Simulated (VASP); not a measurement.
**What goes wrong when the gap of LiH is computed with a bad input**

Some runs for the gap of LiH get a fault in the input on purpose. Which of them show, and how? The starting structure is a measured crystal structure from the Crystallography Open Database. Cell and atoms stay as given unless a step says otherwise.

Program: VASP 6.6.1. Level of theory: Kohn-Sham DFT with plane waves and PAW; LDA. Results are calculated unless marked as measured.

## Step 1: The structure

The structure is cubic, space group Fm-3m (No. 225). The conventional cell has a = 4.085 Å, b = 4.085 Å, c = 4.085 Å, α = 90.00°, β = 90.00°, γ = 90.00°. Nearest to Li lie 6 H at 2.04 Å. H has 6 Li at 2.04 Å nearest. Farther neighbours are not listed.

Structure file:

```xyz
2
Lattice="0.0000 2.0425 2.0425 2.0425 0.0000 2.0425 2.0425 2.0425 0.0000" Properties=species:S:1:pos:R:3 pbc="T T T"
Li    0.0000    0.0000    0.0000
H     2.0425    2.0425    2.0425
```

## Step 2: Reference bands

The input, INCAR:

```
SYSTEM = LiH
PREC = Accurate
ENCUT = 580
EDIFF = 1E-06
NELM = 100
ISMEAR = 0
SIGMA = 0.03
LREAL = .FALSE.
ALGO = Normal
GGA = CA
NBANDS = 14
LORBIT = 11
LWAVE = .FALSE.
LCHARG = .FALSE.
KPAR = 4
LASPH = .TRUE.
```

The input, POSCAR:

```
LiH
1.0
    0.0000000000      2.0425000000      2.0425000000
    2.0425000000      0.0000000000      2.0425000000
    2.0425000000      2.0425000000      0.0000000000
Li H
1 1
Direct
    0.0000000000      0.0000000000      0.0000000000
    0.5000000000      0.5000000000      0.5000000000
```

The input, KPOINTS:

```
Automatic mesh
0
Gamma
10 10 10
0 0 0
```

The input, KPOINTS_OPT:

```
Line mode
10
Line-mode
Reciprocal
  0.00000000   0.00000000   0.00000000 GAMMA
  0.50000000   0.00000000   0.50000000 X

  0.50000000   0.00000000   0.50000000 X
  0.50000000   0.25000000   0.75000000 W

  0.50000000   0.25000000   0.75000000 W
  0.37500000   0.37500000   0.75000000 K

  0.37500000   0.37500000   0.75000000 K
  0.00000000   0.00000000   0.00000000 GAMMA

  0.00000000   0.00000000   0.00000000 GAMMA
  0.50000000   0.50000000   0.50000000 L

  0.50000000   0.50000000   0.50000000 L
  0.62500000   0.25000000   0.62500000 U

  0.62500000   0.25000000   0.62500000 U
  0.50000000   0.25000000   0.75000000 W

  0.50000000   0.25000000   0.75000000 W
  0.50000000   0.50000000   0.50000000 L

  0.50000000   0.50000000   0.50000000 L
  0.37500000   0.37500000   0.75000000 K

  0.62500000   0.25000000   0.62500000 U
  0.50000000   0.00000000   0.50000000 X
```

The projector-augmented-wave data sets are Li_sv and H (LDA family, release 64).

The run is started by

```console
$ mpirun -np 4 vasp_std
```

What it wrote:

```text
[banner, memory and clock lines left out]
running    4 mpi-ranks, on    1 nodes
 distrk:  each k-point on    1 cores,    4 groups
 distr:  one band on    1 cores,    1 groups

 POSCAR found type information on POSCAR LiH
 POSCAR found :  2 types and       2 ions
 LDA part: xc-table for (Slater(with rela. corr.)+CA(PZ))
 , standard interpolation
 POSCAR, INCAR and KPOINTS ok, starting setup
 FFT: planning ... GRIDC
 FFT: planning ... GRID_SOFT
 FFT: planning ... GRID
 WAVECAR not read
 entering main loop
       N       E                     dE             d eps       ncg     rms          rms(c)
DAV:   1     0.990229913691E+00    0.99023E+00   -0.14099E+03  1316   0.274E+02
DAV:   2    -0.657275270562E+01   -0.75630E+01   -0.74628E+01  1752   0.566E+01
DAV:   3    -0.671558124633E+01   -0.14283E+00   -0.14273E+00  1662   0.632E+00
DAV:   4    -0.671604756091E+01   -0.46631E-03   -0.46631E-03  1520   0.371E-01
DAV:   5    -0.671604981984E+01   -0.22589E-05   -0.22588E-05  1660   0.243E-02    0.277E+00
DAV:   6    -0.652675487524E+01    0.18929E+00   -0.16003E-01  1652   0.754E-01    0.135E+00
DAV:   7    -0.646493537982E+01    0.61819E-01   -0.17677E-01  1708   0.875E-01    0.195E-01
DAV:   8    -0.646563216877E+01   -0.69679E-03   -0.29454E-03  1568   0.263E-01    0.393E-02
DAV:   9    -0.646558676634E+01    0.45402E-04   -0.13710E-04  1708   0.285E-02    0.466E-03
DAV:  10    -0.646558694277E+01   -0.17643E-06   -0.30137E-06  1546   0.950E-03
   1 F= -.64655869E+01 E0= -.64655869E+01  d E =-.181427E-20
 Start KPOINTS_OPT (optional k-point list driver)
k-point batch [1-47\100]
       N       E                     dE             ncg
DAV:   1    -0.394186990409E+04   -0.10708E+05     1316
DAV:   2    -0.430055603708E+04   -0.35869E+03     1824
DAV:   3    -0.430763443077E+04   -0.70784E+01     1616
DAV:   4    -0.430767545430E+04   -0.41024E-01     1604
DAV:   5    -0.430767575615E+04   -0.30185E-03     1688
DAV:   6    -0.430767575891E+04   -0.27538E-05     1564
DAV:   7    -0.430767575893E+04   -0.24189E-07     1410
[...]
k-point batch [95-100\100]
       N       E                     dE             ncg
DAV:   1     0.809288462977E+04   -0.16716E+04      168
DAV:   2     0.803166793262E+04   -0.61217E+02      262
DAV:   3     0.803085478862E+04   -0.81314E+00      250
DAV:   4     0.803085372875E+04   -0.10599E-02      204
DAV:   5     0.803085372312E+04   -0.56310E-05      242
DAV:   6     0.803085372307E+04   -0.44141E-07      210
```

Run time: 2.8 s. Hardware: 4 MPI ranks of Intel Xeon 6975P-C (Granite Rapids), shared host; peak memory 0.45 GiB.

The logs omit lines about the potential files and the build; timing stands in the text.

From OUTCAR (step 2):

```text
ion  position               nearest neighbor table
   1  0.000  0.000  0.000-
   2  0.500  0.500  0.500-

  LATTYP: Found a face centered cubic cell.
 ALAT       =     4.0850000000

 Subroutine GETGRP returns: Found 48 space group operations
 (whereof 48 operations were pure point group operations)

The static configuration has the point symmetry O_h .

 Found     47 irreducible k-points:

   k-points           NKPTS =     47   k-points in BZ     NKDIM =     47   number of bands    NBANDS=     14

   dimension x,y,z NGX =    24 NGY =   24 NGZ =   24
   dimension x,y,z NGXF=    48 NGYF=   48 NGZF=   48

   ENCUT  =  580.0 eV  42.63 Ry    6.53 a.u.   5.67  5.67  5.67*2*pi/ulx,y,z

   NELECT =       4.0000    total number of electrons

 k-points in reciprocal lattice and weights: Automatic mesh
   0.00000000  0.00000000  0.00000000       0.001
   0.10000000  0.00000000  0.00000000       0.008
   0.20000000  0.00000000  0.00000000       0.008
   0.30000000  0.00000000  0.00000000       0.008
   0.40000000  0.00000000  0.00000000       0.008
   0.50000000  0.00000000  0.00000000       0.004
   0.10000000  0.10000000  0.00000000       0.006
   0.20000000  0.10000000  0.00000000       0.024
   0.30000000  0.10000000  0.00000000       0.024
[...]
-0.30000000  0.40000000  0.20000000       0.024
  -0.30000000  0.50000000  0.20000000       0.012

 average (electrostatic) potential at core
       1 -66.3669       2 -33.7473

 E-fermi :   0.1231

 k-point     1 :       0.0000    0.0000    0.0000
  band No.  band energies     occupation
      1     -43.5746      2.00000
      2      -5.4066      2.00000
      3      15.3388      0.00000
      4      16.7865      0.00000
      5      16.7865      0.00000
      6      16.7865      0.00000
      7      21.5115      0.00000
    ...

 k-point     2 :       0.1000    0.0000    0.0000
  band No.  band energies     occupation
      1     -43.5705      2.00000
      2      -5.2348      2.00000
      3      13.8417      0.00000
      4      15.9788      0.00000
      5      16.4275      0.00000
      6      16.4275      0.00000
      7      20.9597      0.00000
    ...

 k-point     3 :       0.2000    0.0000    0.0000
  band No.  band energies     occupation
      1     -43.5601      2.00000
      2      -4.7321      2.00000
      3      10.6789      0.00000
      4      14.8386      0.00000
      5      15.8355      0.00000
      6      15.8355      0.00000
      7      21.7261      0.00000
    ...

  Total       -0.4725657     -0.4725657     -0.4725657     -0.0000000     -0.0000000      0.0000000
  in kB      -44.4279839    -44.4279839    -44.4279839     -0.0000000     -0.0000000      0.0000000
  external PRESSURE =     -44.4279839 kB  Pullay stress =       0.0000000 kB

  energy-cutoff  :      580.00
  volume of cell :       17.04
      direct lattice vectors                 reciprocal lattice vectors
     0.000000000  2.042500000  2.042500000    -0.244798042  0.244798042  0.244798042
     2.042500000  0.000000000  2.042500000     0.244798042 -0.244798042  0.244798042
     2.042500000  2.042500000  0.000000000     0.244798042  0.244798042 -0.244798042

 POSITION                                       TOTAL-FORCE (eV/Angst)
 -----------------------------------------------------------------------------------
      0.00000      0.00000      0.00000         0.000000      0.000000      0.000000
      2.04250      2.04250      2.04250        -0.000000     -0.000000     -0.000000
 -----------------------------------------------------------------------------------
    total drift:                                0.000000     -0.000000     -0.000000

  FREE ENERGIE OF THE ION-ELECTRON SYSTEM (eV)
  ---------------------------------------------------
  free  energy   TOTEN  =        -6.4655869428 eV

  energy  without entropy=       -6.4655869428  energy(sigma->0) =       -6.46558694

 total charge
# of ion       s       p       d       tot
------------------------------------------
    1        2.018   0.073   0.000   2.091
    2        0.514   0.002   0.000   0.516
--------------------------------------------------
tot          2.532   0.075   0.000   2.607

[... 3 further parts left out ...]
```

At this level the cell is under a tension of 4.4 GPa, so at these settings it is away from equilibrium.

The reference gap is 2.656 eV.

## Step 3: Bands with a wide metal-type smearing

A slip made on purpose: a wide metal-type smearing. Against step 2 the input has ISMEAR = 1 and SIGMA = 1 (also changed: NELM).

INCAR, as its differences from that of step 2:

```diff
@@ -4,5 +4,5 @@
 EDIFF = 1E-06
-NELM = 100
-ISMEAR = 0
-SIGMA = 0.03
+NELM = 60
+ISMEAR = 1
+SIGMA = 1
 LREAL = .FALSE.
```

POSCAR is that of step 2.

KPOINTS is that of step 2.

KPOINTS_OPT is that of step 2.

The run is started by

```console
$ mpirun -np 4 vasp_std
```

What it wrote:

```text
[... set-up lines as in an earlier step ...]
 entering main loop
       N       E                     dE             d eps       ncg     rms          rms(c)
DAV:   1     0.994208162706E+00    0.99421E+00   -0.14099E+03  1316   0.274E+02
DAV:   2    -0.656027079858E+01   -0.75545E+01   -0.74691E+01  1752   0.567E+01
DAV:   3    -0.670304520833E+01   -0.14277E+00   -0.14264E+00  1662   0.632E+00
DAV:   4    -0.670351147929E+01   -0.46627E-03   -0.46626E-03  1520   0.371E-01
[...]
DAV:   8    -0.645522710511E+01   -0.69363E-03   -0.29738E-03  1568   0.265E-01    0.391E-02
DAV:   9    -0.645518225688E+01    0.44848E-04   -0.13575E-04  1708   0.283E-02    0.474E-03
DAV:  10    -0.645518243773E+01   -0.18085E-06   -0.29954E-06  1546   0.947E-03
   1 F= -.64551824E+01 E0= -.64628457E+01  d E =0.229897E-01
 Start KPOINTS_OPT (optional k-point list driver)
k-point batch [1-47\100]
       N       E                     dE             ncg
DAV:   1    -0.394195679400E+04   -0.10708E+05     1316
DAV:   2    -0.430040835403E+04   -0.35845E+03     1816
DAV:   3    -0.430774149982E+04   -0.73331E+01     1624
DAV:   4    -0.430778270350E+04   -0.41204E-01     1604
DAV:   5    -0.430778300536E+04   -0.30187E-03     1688
DAV:   6    -0.430778300812E+04   -0.27561E-05     1570
DAV:   7    -0.430778300814E+04   -0.23072E-07     1390
[...]
k-point batch [95-100\100]
       N       E                     dE             ncg
DAV:   1     0.809286652989E+04   -0.16716E+04      168
DAV:   2     0.803164320171E+04   -0.61223E+02      262
DAV:   3     0.803083016323E+04   -0.81304E+00      250
DAV:   4     0.803082910334E+04   -0.10599E-02      204
DAV:   5     0.803082909771E+04   -0.56299E-05      242
DAV:   6     0.803082909767E+04   -0.44221E-07      210
```

The job ended after 2.8 s (4 MPI ranks; peak memory 0.47 GiB).

OUTCAR, selected parts (step 3):

```text
  Total       -0.4869485     -0.4869485     -0.4869485     -0.0000000      0.0000000      0.0000000
  in kB      -45.7801708    -45.7801708    -45.7801708     -0.0000000      0.0000000      0.0000000
  external PRESSURE =     -45.7801708 kB  Pullay stress =       0.0000000 kB

 POSITION                                       TOTAL-FORCE (eV/Angst)
 -----------------------------------------------------------------------------------
      0.00000      0.00000      0.00000        -0.000000     -0.000000      0.000000
      2.04250      2.04250      2.04250         0.000000      0.000000     -0.000000
 -----------------------------------------------------------------------------------
    total drift:                                0.000000     -0.000000     -0.000000

  FREE ENERGIE OF THE ION-ELECTRON SYSTEM (eV)
  ---------------------------------------------------
  free  energy   TOTEN  =        -6.4551824377 eV

  energy  without entropy=       -6.4781721453  energy(sigma->0) =       -6.46284567

[... 2 parts as in an earlier step ...]

[... 1 further part left out ...]
[key lines of the parts left out:]
E-fermi :   0.2307
```

With a wide metal-type smearing the gap is 2.659 eV, +0.004 eV from the reference.

## Step 4: Bands with a fixed density without a density file

A slip made on purpose: a fixed density without a density file. Against step 2 the input has ICHARG = 11 (also changed: NELM).

INCAR, as its differences from that of step 3:

```diff
@@ -5,4 +5,4 @@
 NELM = 60
-ISMEAR = 1
-SIGMA = 1
+ISMEAR = 0
+SIGMA = 0.03
 LREAL = .FALSE.
@@ -16 +16,2 @@
 LASPH = .TRUE.
+ICHARG = 11
```

POSCAR is that of step 3.

KPOINTS is that of step 3.

KPOINTS_OPT is that of step 3.

The run is started by

```console
$ mpirun -np 4 vasp_std
```

What it wrote:

```text
[banner, memory and clock lines left out]
running    4 mpi-ranks, on    1 nodes
[...]
LDA part: xc-table for (Slater(with rela. corr.)+CA(PZ))
 , standard interpolation
 POSCAR, INCAR and KPOINTS ok, starting setup
[...]
WARNING: CHGCAR is incomplete
|                                                                             |
|     EEEEEEE  RRRRRR   RRRRRR   OOOOOOO  RRRRRR      ###     ###     ###     |
|     E        R     R  R     R  O     O  R     R     ###     ###     ###     |
|     E        R     R  R     R  O     O  R     R     ###     ###     ###     |
|     EEEEE    RRRRRR   RRRRRR   O     O  RRRRRR       #       #       #      |
|     E        R   R    R   R    O     O  R   R                               |
|     E        R    R   R    R   O     O  R    R      ###     ###     ###     |
|     EEEEEEE  R     R  R     R  OOOOOOO  R     R     ###     ###     ###     |
|                                                                             |
|     ERROR: charge density could not be read from file CHGCAR for            |
|     ICHARG>10                                                               |
|                                                                             |
|       ---->  I REFUSE TO CONTINUE WITH THIS SICK JOB ... BYE!!! <----       |
|                                                                             |

1
1
1
1
```

Run time: 4.6 s. Hardware: 4 MPI ranks.

VASP stopped with this message: “ERROR: charge density could not be read from file CHGCAR for ICHARG>10”.

(Part 1 of 2 ends here.)

[Lines on the potential files, build, host, timing and source positions are cut from VASP's logs without a mark.]

[Logs are printed without paths, hosts, clocks, repeated set-up lines and the standing remarks that a program may print on its own settings, such as how far it seeks lower states.]

[Hosts, paths, dates, database ids (printed as entryN), source tags and the programs' standing remarks are cut or masked in the printed files.]
